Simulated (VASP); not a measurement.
VASP runs on Au (space group Fm-3m) share one base input (PBE GGA, plane waves, VASP's PBE PAW potentials (set 64)) and change the settings named in each case.

### POSCAR
```
Au
1
    0.0000000000     2.0400000000     2.0400000000
    2.0400000000     0.0000000000     2.0400000000
    2.0400000000     2.0400000000     0.0000000000
Au
1
Direct
  0.0000000000   0.0000000000   0.0000000000
```

### KPOINTS
```
Automatic mesh
0
Gamma
18 18 18
0 0 0
```

**INCAR**
```
# general
SYSTEM  = Au
PREC    = Accurate
ENCUT   = 300
LREAL   = .FALSE.
LASPH   = .TRUE.

# electronic loop
EDIFF   = 1E-6
NELM    = 100   # most electronic steps
ALGO    = Normal   # blocked Davidson
LMAXMIX = 6

# smearing
ISMEAR  = 0   # Gaussian
SIGMA   = 0.1

# functional
GGA     = PE

# ions
ISIF    = 2   # forces and stress, cell fixed

# output
LWAVE   = .FALSE.
LCHARG  = .FALSE.
```

POTCAR, in this order: Au (PBE.64 set). Program: vasp_std.

```
change                                                                                                  E(σ→0) (eV/atom)  pressure (GPa)  −TS (eV)
------------------------------------------------------------------------------------------------------  ----------------  --------------  --------
base run                                                                                                         -3.2002            8.47   -0.0014
GGA removed, POTCAR Au (LDA.64 set)                                                                              -4.4485               …   -0.0014
GGA_COMPAT = .FALSE., LNONCOLLINEAR = .TRUE., LSORBIT = .TRUE., MAGMOM = 0.0 0.0 0.0, program vasp_ncl           -3.4911               …         …
KPOINTS 3×3×3 Γ-centred mesh                                                                                     -3.5854            2.52   -0.0126
```

### Question
Some entries are withheld; supply them.

### Answer

- GGA removed, POTCAR Au (LDA.64 set), pressure (GPa): -4.53
- GGA_COMPAT = .FALSE., LNONCOLLINEAR = .TRUE., LSORBIT = .TRUE., MAGMOM = 0.0 0.0 0.0, program vasp_ncl, pressure (GPa): 7.34
- GGA_COMPAT = .FALSE., LNONCOLLINEAR = .TRUE., LSORBIT = .TRUE., MAGMOM = 0.0 0.0 0.0, program vasp_ncl, −TS (eV): -0.0015

Energies of different potentials or functionals have different zeros.  Unless said otherwise, spin-orbit coupling is left out, though it shifts the bands of the heavy elements here. At 300 eV the pressure can carry a Pulay error.

Left out are runs that ran out of time, are held back, or changed the cell or the kind of run, fixed moments of cells without a moment, rows past the twelfth, gaps on odd meshes, pressures of charged cells and columns that move by less than the noise.

The structure is a typed Au crystal (Fm-3m). The cell was not relaxed at this level.
